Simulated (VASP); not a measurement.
Level of theory: LDA (Ceperley-Alder, Perdew-Zunger), VASP's LDA PAW potentials (set 64) (plane waves; VASP).

VASP ran on this input.

### INCAR
```
ALGO  =  Normal
EDIFF  =  1E-7
ENCUT  =  400
ISIF  =  2
ISMEAR  =  -5
LASPH  =  .TRUE.
LCHARG  =  .TRUE.
LMAXMIX  =  4
LORBIT  =  11
LREAL  =  .FALSE.
LWAVE  =  .FALSE.
NEDOS  =  601
NELM  =  100
PREC  =  Accurate
SYSTEM  =  Ti
```

**POSCAR**
```
Ti
1
    2.8499033210     0.0000000000     0.0000000000
   -1.4249516605     2.4680888946     0.0000000000
    0.0000000000    -0.0000000000     4.5439455774
Ti
2
Direct
  0.3333330000   0.6666670000   0.2500000000
  0.6666670000   0.3333330000   0.7500000000
```

### KPOINTS
```
Regular mesh
0
G
  16 16 9
0 0 0
```

POTCAR, in this order: Ti_sv (LDA.64 set). Program: vasp_std.

The run wrote:

**OSZICAR**
```
       N       E                     dE             d eps       ncg     rms          rms(c)
DAV:   1     0.221502843930E+03    0.22150E+03   -0.11925E+04  4816   0.161E+03
DAV:   2     0.761077961239E+01   -0.21389E+03   -0.21273E+03  4960   0.452E+02
DAV:   3    -0.180443672891E+02   -0.25655E+02   -0.25578E+02  9360   0.127E+02
DAV:   4    -0.189472090119E+02   -0.90284E+00   -0.90275E+00  4920   0.253E+01
DAV:   5    -0.189894349063E+02   -0.42226E-01   -0.42226E-01  7792   0.388E+00    0.126E+01
DAV:   6    -0.170958223057E+02    0.18936E+01   -0.68067E+00  5672   0.306E+01    0.339E+00
DAV:   7    -0.170703905778E+02    0.25432E-01   -0.76761E-01  7208   0.721E+00    0.202E+00
DAV:   8    -0.170944090450E+02   -0.24018E-01   -0.21779E-01  5512   0.657E+00    0.728E-01
DAV:   9    -0.170856197266E+02    0.87893E-02   -0.47989E-02  5624   0.275E+00    0.690E-02
DAV:  10    -0.170859204043E+02   -0.30068E-03   -0.23295E-03  7640   0.366E-01    0.890E-02
DAV:  11    -0.170859291525E+02   -0.87482E-05   -0.17106E-04  5664   0.133E-01    0.320E-02
DAV:  12    -0.170859180994E+02    0.11053E-04   -0.36867E-05  6016   0.545E-02    0.254E-03
DAV:  13    -0.170859186642E+02   -0.56475E-06   -0.91727E-07  6600   0.954E-03    0.224E-03
DAV:  14    -0.170859189552E+02   -0.29099E-06   -0.20876E-07  4040   0.438E-03    0.385E-04
DAV:  15    -0.170859189953E+02   -0.40118E-07   -0.24933E-08  2992   0.152E-03
   1 F= -.17085919E+02 E0= -.17085919E+02  d E =0.000000E+00
```

**OUTCAR**
```
------------------------ aborting loop because EDIFF is reached ----------------------------------------
  FORCE on cell =-STRESS in cart. coord.  units (eV):
  Direction    XX          YY          ZZ          XY          YZ          ZX
  --------------------------------------------------------------------------------------
  Total        0.0357156      0.0357156     -0.1024032      0.0000000     -0.0000000      0.0000000
  in kB        1.7903771      1.7903774     -5.1333413      0.0000000     -0.0000000      0.0000000
  external PRESSURE =      -0.5175289 kB  Pullay stress =       0.0000000 kB
  volume of cell :       31.96
      direct lattice vectors                 reciprocal lattice vectors
     2.849903321  0.000000000  0.000000000     0.350889096  0.202585896  0.000000000
    -1.424951661  2.468088895  0.000000000     0.000000000  0.405171792  0.000000000
     0.000000000  0.000000000  4.543945577     0.000000000  0.000000000  0.220073058
 POSITION                                       TOTAL-FORCE (eV/Angst)
 -----------------------------------------------------------------------------------
     -0.00000      1.64539      1.13599        -0.000000      0.000000      0.000000
      1.42495      0.82270      3.40796         0.000000     -0.000000      0.000000
 -----------------------------------------------------------------------------------
    total drift:                               -0.000982      0.000383     -0.000018
  FREE ENERGIE OF THE ION-ELECTRON SYSTEM (eV)
  ---------------------------------------------------
  free  energy   TOTEN  =       -17.0859189953 eV

  energy  without entropy=      -17.0859189953  energy(sigma->0) =      -17.08591900

 total charge

# of ion       s       p       d       tot
------------------------------------------
    1        2.268   6.134   1.977  10.379
    2        2.268   6.134   1.977  10.379
--------------------------------------------------
tot          4.535  12.267   3.955  20.757
```
(Selected blocks of OUTCAR.)

For a metal the tetrahedron method with Blöchl corrections gives inexact stress and forces.

The structure comes from a computed database's Ti entry (P6_3/mmc); how it stands against other phases isn't given here. It was relaxed first, which changed the volume by -8 %.
